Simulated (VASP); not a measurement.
These are PBE GGA, VASP's PBE PAW potentials (set 64) (plane waves; VASP 6.6.1) values and carry that method's errors.

A VASP calculation is set up with these files.

File POSCAR:
```
NiAl
1.0
  2.8900000000   0.0000000000   0.0000000000
  0.0000000000   2.8900000000   0.0000000000
  0.0000000000   0.0000000000   2.8900000000
Al Ni
1 1
Direct
  0.5000000000   0.5000000000   0.5000000000
  0.0000000000   0.0000000000   0.0000000000
```

### KPOINTS
```
kpoints
0
G
 11 11 11
0 0 0
```

INCAR:
```
SYSTEM = NiAl
PREC = Accurate; ENCUT = 480; LREAL = F
LASPH = T
EDIFF = 1E-6; NELM = 100; ALGO = Normal
LMAXMIX = 4
ISMEAR = 1; SIGMA = 0.1
GGA = PE
IBRION = 2; NSW = 60; ISIF = 3
EDIFFG = -0.01
LWAVE = F; LCHARG = F
```

POTCAR, in this order: Al Ni (PBE.64 set). Program: vasp_std.

Output of the run:

File OSZICAR:
```
       N       E                     dE             d eps       ncg     rms          rms(c)
DAV:   1     0.384636669337E+02    0.38464E+02   -0.54814E+03  1136   0.128E+03
DAV:   2    -0.107316295768E+02   -0.49195E+02   -0.46835E+02  1132   0.200E+02
DAV:   3    -0.119377539416E+02   -0.12061E+01   -0.11912E+01  1378   0.405E+01
DAV:   4    -0.119566916031E+02   -0.18938E-01   -0.18930E-01  1284   0.456E+00
DAV:   5    -0.119572678473E+02   -0.57624E-03   -0.57623E-03  1292   0.817E-01    0.118E+01
DAV:   6    -0.138497634966E+02   -0.18925E+01   -0.58253E+01  1242   0.131E+02    0.157E+01
DAV:   7    -0.105554596557E+02    0.32943E+01   -0.16723E+01  1240   0.784E+01    0.112E+00
DAV:   8    -0.105483703964E+02    0.70893E-02   -0.43753E-01  1396   0.841E+00    0.101E+00
DAV:   9    -0.105349994494E+02    0.13371E-01   -0.56156E-02  1304   0.385E+00    0.184E-01
DAV:  10    -0.105346310346E+02    0.36841E-03   -0.15580E-03  1310   0.618E-01    0.749E-02
DAV:  11    -0.105346267410E+02    0.42936E-05   -0.43595E-05  1332   0.678E-02    0.266E-02
DAV:  12    -0.105346247095E+02    0.20315E-05   -0.37349E-06   978   0.355E-02    0.327E-03
DAV:  13    -0.105346242255E+02    0.48405E-06   -0.30321E-07   572   0.584E-03
   1 F= -.10534624E+02 E0= -.10534447E+02  d E =-.105346E+02
       N       E                     dE             d eps       ncg     rms          rms(c)
DAV:   1    -0.105529605728E+02   -0.18336E-01   -0.23728E-01  1204   0.916E+00    0.124E+00
DAV:   2    -0.105741038055E+02   -0.21143E-01   -0.68466E-01  1252   0.140E+01    0.164E+00
DAV:   3    -0.105351876152E+02    0.38916E-01   -0.28273E-01  1264   0.904E+00    0.200E-01
DAV:   4    -0.105347049422E+02    0.48267E-03   -0.19640E-03  1204   0.581E-01    0.174E-02
DAV:   5    -0.105347079078E+02   -0.29656E-05   -0.37085E-05  1338   0.592E-02    0.109E-02
DAV:   6    -0.105347099094E+02   -0.20016E-05   -0.20797E-06   690   0.171E-02    0.217E-03
DAV:   7    -0.105347100544E+02   -0.14505E-06   -0.29430E-07   562   0.834E-03
   2 F= -.10534710E+02 E0= -.10534543E+02  d E =-.858290E-04
       N       E                     dE             d eps       ncg     rms          rms(c)
DAV:   1    -0.105386959026E+02   -0.39860E-02   -0.49202E-02  1214   0.414E+00    0.573E-01
DAV:   2    -0.105433854628E+02   -0.46896E-02   -0.14737E-01  1268   0.647E+00    0.752E-01
DAV:   3    -0.105349479519E+02    0.84375E-02   -0.59051E-02  1256   0.419E+00    0.779E-02
DAV:   4    -0.105348772467E+02    0.70705E-04   -0.32651E-04  1140   0.172E-01    0.211E-02
DAV:   5    -0.105348731398E+02    0.41069E-05   -0.30223E-05  1608   0.843E-02    0.470E-03
DAV:   6    -0.105348729501E+02    0.18971E-06   -0.81980E-07   652   0.111E-02
   3 F= -.10534873E+02 E0= -.10534701E+02  d E =-.248725E-03
```

**OUTCAR**
```
------------------------ aborting loop because EDIFF is reached ----------------------------------------
  FORCE on cell =-STRESS in cart. coord.  units (eV):
  Direction    XX          YY          ZZ          XY          YZ          ZX
  --------------------------------------------------------------------------------------
  Total        0.0004531      0.0004531      0.0004531     -0.0000000     -0.0000000      0.0000000
  in kB        0.0299393      0.0299393      0.0299393     -0.0000000     -0.0000000      0.0000000
  external PRESSURE =       0.0299393 kB  Pullay stress =       0.0000000 kB
  volume of cell :       24.25
      direct lattice vectors                 reciprocal lattice vectors
     2.894317015  0.000000000  0.000000000     0.345504654  0.000000000  0.000000000
    -0.000000000  2.894317015  0.000000000    -0.000000000  0.345504654  0.000000000
    -0.000000000 -0.000000000  2.894317015     0.000000000 -0.000000000  0.345504654
 POSITION                                       TOTAL-FORCE (eV/Angst)
 -----------------------------------------------------------------------------------
      1.44716      1.44716      1.44716        -0.000000      0.000000      0.000000
      0.00000      0.00000      0.00000         0.000000     -0.000000      0.000000
 -----------------------------------------------------------------------------------
    total drift:                                0.000000      0.000000      0.000000
  FREE ENERGIE OF THE ION-ELECTRON SYSTEM (eV)
  ---------------------------------------------------
  free  energy   TOTEN  =       -10.5348729501 eV

  energy  without entropy=      -10.5343577664  energy(sigma->0) =      -10.53470122

 reached required accuracy - stopping structural energy minimisation
```
(Selected blocks of OUTCAR.)

CONTCAR:
```
NiAl
   1.00000000000000
     2.8943170153526014    0.0000000000000000    0.0000000000000000
    -0.0000000000000000    2.8943170153526014    0.0000000000000000
    -0.0000000000000000   -0.0000000000000000    2.8943170153526014
  Al              Ni
     1     1
Direct
     0.5000000000000000    0.5000000000000000    0.5000000000000000
     0.0000000000000000    0.0000000000000000    0.0000000000000000
```

**OUTCAR**
```
 val. band max:        9.7333820896   @ k =   0.3636   0.1818   0.0909

 cond. band min:       9.8513625259   @ k =   0.3636   0.2727   0.0909


 Fermi energy:         9.8504441528

 k-point     1 :       0.0000    0.0000    0.0000
  band No.  band energies     occupation
      1      -1.1925      2.00000
      2       6.6961      2.00000
      3       6.6961      2.00000
      4       8.3452      2.00000
      5       8.3452      2.00000
      6       8.3452      2.00000
      7      15.2861      0.00000
      8      15.2861      0.00000
      9      15.2861      0.00000
     10      17.9285      0.00000

 k-point     2 :       0.0909    0.0000    0.0000
  band No.  band energies     occupation
      1      -1.0419      2.00000
      2       6.6819      2.00000
      3       6.7309      2.00000
      4       8.2811      2.00000
      5       8.2811      2.00000
      6       8.3520      2.00000
      7      13.8973      0.00000
      8      15.4846      0.00000
      9      15.4846      0.00000
     10      17.9391      0.00000

 k-point     3 :       0.1818    0.0000    0.0000
  band No.  band energies     occupation
      1      -0.5933      2.00000
      2       6.5725      2.00000
      3       6.8261      2.00000
      4       8.1187      2.00000
      5       8.1187      2.00000
      6       8.3702      2.00000
      7      11.9006      0.00000
      8      16.0519      0.00000
      9      16.0519      0.00000
     10      17.9697      0.00000

 k-point     4 :       0.2727    0.0000    0.0000
  band No.  band energies     occupation
      1       0.1422      2.00000
      2       6.1380      2.00000
      3       6.9547      2.00000
      4       7.9235      2.00000
      5       7.9235      2.00000
      6       8.3943      2.00000
      7      10.3288     -0.00000
      8      16.9270      0.00000
      9      16.9270      0.00000
     10      18.0160      0.00000

 k-point     5 :       0.3636    0.0000    0.0000
...
```

The compound is NiAl in the CsCl type structure. This run relaxes it. Symmetry was kept, so distortions that lower it aren't found. The run is not spin-polarised, so no magnetic state was tried. The electron count is odd and the run is not spin-polarised, which forces a metal.
